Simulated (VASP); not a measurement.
A VASP calculation is set up with these files.

**KPOINTS**
```
kpoints
0
gamma
  7 7 7
```

### INCAR
```
ALGO = Normal
SYSTEM = SnTe
LCHARG = .FALSE.
ISIF = 2
GGA = PE   ! PBE
EDIFF = 1E-6
ENCUT = 400   ! plane-wave cut-off (eV)
LASPH = .TRUE.
NELM = 100
LWAVE = .FALSE.
PREC = Accurate
SIGMA = 0.05   ! width (eV)
LMAXMIX = 4   ! l cut-off of mixed one-centre charges
ADDGRID = .TRUE.
ISMEAR = 0   ! Gaussian
LREAL = .FALSE.   ! projection in real space or not
```

### POSCAR
```
SnTe
1.0
  0.0000000000   3.2089670000   3.1455810000
  3.1981660000   0.0000000000   3.1455810000
  3.1981660000   3.2089670000   0.0000000000
Sn Te
1 1
direct
  0.0000000000   0.0000000000   0.0000000000
  0.4862300000   0.5137700000   0.5137700000
```

POTCAR, in this order: Sn_d Te (PBE.64 set). Program: vasp_std.

Translate this PBE calculation to Quantum ESPRESSO's pw.x.

One equivalent input (not run):
```
&CONTROL
  calculation = 'scf'
  pseudo_dir = './pseudo'
  outdir = './out'
  tprnfor = .true.
  tstress = .true.
/
&SYSTEM
  ibrav = 0
  nat = 2
  ntyp = 2
  ecutwfc = 82.3
  occupations = 'smearing'
  smearing = 'gaussian'
  degauss = 0.003675
  input_dft = 'pbe'
/
&ELECTRONS
  conv_thr = 7.3e-08
  electron_maxstep = 100
/
ATOMIC_SPECIES
  Sn 118.710 Sn.upf
  Te 127.600 Te.upf
CELL_PARAMETERS angstrom
     0.0000000    3.2089670    3.1455810
     3.1981660    0.0000000    3.1455810
     3.1981660    3.2089670    0.0000000
ATOMIC_POSITIONS crystal
  Sn   0.0000000  0.0000000  0.0000000
  Te   0.4862300  0.5137700  0.5137700
K_POINTS automatic
  7 7 7 0 0 0
```
What does not carry over: the potentials are each code's own (VASP's PAW set, PseudoDojo norm-conserving files in pw.x), so ENCUT and ecutwfc are chosen apart and not converted; conv_thr bounds pw.x's estimated SCF error, while EDIFF bounds the energy change between steps.

The compound is SnTe in the rock salt structure, which distorts at low temperature. The cell was not relaxed at this level, atoms are displaced from their ideal sites. The run is one of a series of settings (ADDGRID = .TRUE. against the base run), some of them coarse on purpose.
